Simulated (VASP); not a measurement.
Consider the following.

Space group Fm-3m (No. 225); a = b = c = 6.660 Å, α = β = γ = 90.00°

```tsv
atom	site	symmetry	x	y	z
Sr	4a	m-3m	0.0000	0.0000	0.0000
Te	4b	m-3m	0.5000	0.5000	0.5000
```
(The calculation used a cell of 2 atoms; values per cell refer to that cell.)

Level of theory: rev-vdW-DF2, VASP's PBE PAW potentials (set 64) (plane waves; VASP). Settings: 520 eV cut-off, 7×7×7 Γ-centred mesh, Gaussian smearing of 0.050 eV, potentials Sr_sv Te.

### Question
Give the energy at these volumes per atom, relative to the lowest: 34.71, 35.82, 36.93, 38.03, 39.14 Å³.

### Answer
16.0, 3.8, 0.0, 3.5, 13.2 meV/atom. A third-order Birch-Murnaghan fit gives B0 = 35.0 GPa and B0′ = 4.2.

Measured: bulk modulus 39.5 GPa (computed value off by -11.5 %), a 6.659 Å (computed value off by +0.0 %), as given by S. C. Rakesh Roshan et al., ACS Applied Energy Materials (2021), arXiv:2110.13857. The calculation is for a static lattice, while the measured bulk modulus, a hold thermal and zero-point effects, which are part of the difference.

The compound is SrTe in the rock salt structure. It was relaxed first.
